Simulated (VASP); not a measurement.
These are PBE GGA, VASP's PBE PAW potentials (set 64) (plane waves; VASP) values and carry that method's errors.

Input for VASP

**KPOINTS**
```
k-points along high-symmetry lines
15
Line-mode
Reciprocal
  0.000000   0.000000   0.000000 ! GAMMA
 -0.500000  -0.500000   0.000000 ! X

 -0.500000  -0.500000   0.000000 ! X
 -0.375000  -0.375000   0.250000 ! U

 -0.375000   0.000000   0.375000 ! K
  0.000000   0.000000   0.000000 ! GAMMA

  0.000000   0.000000   0.000000 ! GAMMA
  0.000000   0.000000   0.500000 ! L

  0.000000   0.000000   0.500000 ! L
 -0.500000  -0.250000   0.250000 ! W

 -0.500000  -0.250000   0.250000 ! W
 -0.500000  -0.500000   0.000000 ! X
```

### INCAR
```
! general
SYSTEM   =  GaAs
PREC     =  Accurate
ENCUT    =  400   ! plane-wave cut-off (eV)
LREAL    =  .FALSE.   ! projection in real space or not
LASPH    =  .TRUE.   ! aspherical one-centre terms
ICHARG   =  11   ! fixed density

! electronic loop
EDIFF    =  1E-7   ! SCF stop (eV)
NELM     =  100   ! most electronic steps
ALGO     =  Normal
LMAXMIX  =  4   ! l cut-off of mixed one-centre charges

! smearing
ISMEAR   =  0   ! Gaussian
SIGMA    =  0.05

! functional
GGA      =  PE   ! PBE

! output
LWAVE    =  .FALSE.
LCHARG   =  .FALSE.
LORBIT   =  11
```

**POSCAR**
```
GaAs
1
    0.0000000000     2.8708749040     2.8708749040
    2.8708749040     0.0000000000     2.8708749040
    2.8708749040     2.8708749040     0.0000000000
Ga As
1 1
Direct
  0.0000000000   0.0000000000   0.0000000000
  0.2500000000   0.2500000000   0.2500000000
```

POTCAR, in this order: Ga_d As (PBE.64 set). Program: vasp_std. Read from the step before: CHGCAR.

Output

**OSZICAR**
```
       N       E                     dE             d eps       ncg     rms          rms(c)
DAV:   1     0.736311546087E+02    0.73631E+02   -0.81953E+03  2340   0.164E+03
DAV:   2    -0.118050505901E+01   -0.74812E+02   -0.72045E+02  2555   0.293E+02
DAV:   3    -0.668123862442E+01   -0.55007E+01   -0.54012E+01  2915   0.686E+01
DAV:   4    -0.677437256281E+01   -0.93134E-01   -0.92792E-01  2766   0.989E+00
DAV:   5    -0.677596559252E+01   -0.15930E-02   -0.15929E-02  2801   0.114E+00
DAV:   6    -0.677603326047E+01   -0.67668E-04   -0.67668E-04  3385   0.207E-01
DAV:   7    -0.677603394318E+01   -0.68271E-06   -0.68247E-06  2841   0.148E-02
DAV:   8    -0.677603395592E+01   -0.12737E-07   -0.12816E-07  2222   0.222E-03
   1 F= -.67760340E+01 E0= -.67759594E+01  d E =-.149071E-03
```

### OUTCAR
```
 val. band max:        3.5071226826   @ k =   0.0000   0.0000   0.0000

 cond. band min:       3.6834154243   @ k =   0.0000   0.0000   0.0000



 k-point     1 :       0.0000    0.0000    0.0000
  band No.  band energies     occupation
      1     -11.2223      2.00000
      2     -11.2223      2.00000
      3     -11.2223      2.00000
      4     -11.1539      2.00000
      5     -11.1539      2.00000
      6      -8.8955      2.00000
      7       3.5071      1.99310
      8       3.5071      1.99310
      9       3.5071      1.99310
     10       3.6834      0.02233
     11       7.2230      0.00000
     12       7.2230      0.00000
     13       7.2230      0.00000

 k-point     2 :      -0.0357   -0.0357    0.0000
  band No.  band energies     occupation
      1     -11.2240      2.00000
      2     -11.2219      2.00000
      3     -11.2219      2.00000
      4     -11.1541      2.00000
      5     -11.1538      2.00000
      6      -8.8767      2.00000
      7       2.9699      2.00000
      8       3.4448      1.99999
      9       3.4448      1.99999
     10       4.2174      0.00000
     11       7.1514      0.00000
     12       7.3093      0.00000
     13       7.3093      0.00000

 k-point     3 :      -0.0714   -0.0714    0.0000
  band No.  band energies     occupation
      1     -11.2284      2.00000
      2     -11.2204      2.00000
      3     -11.2204      2.00000
      4     -11.1547      2.00000
      5     -11.1534      2.00000
      6      -8.8205      2.00000
      7       2.3576      2.00000
      8       3.2746      2.00000
      9       3.2746      2.00000
     10       4.8141      0.00000
     11       6.9637      0.00000
     12       7.5511      0.00000
     13       7.5511      0.00000

 k-point     4 :      -0.1071   -0.1071    0.0000
  band No.  band energies     occupation
      1     -11.2354      2.00000
      2     -11.2181      2.00000
      3     -11.2181      2.00000
      4     -11.1558      2.00000
...
```

The density is held fixed in this step, so its total energy and stress have no physical meaning.

The compound is GaAs in the zinc blende structure. It was relaxed first.
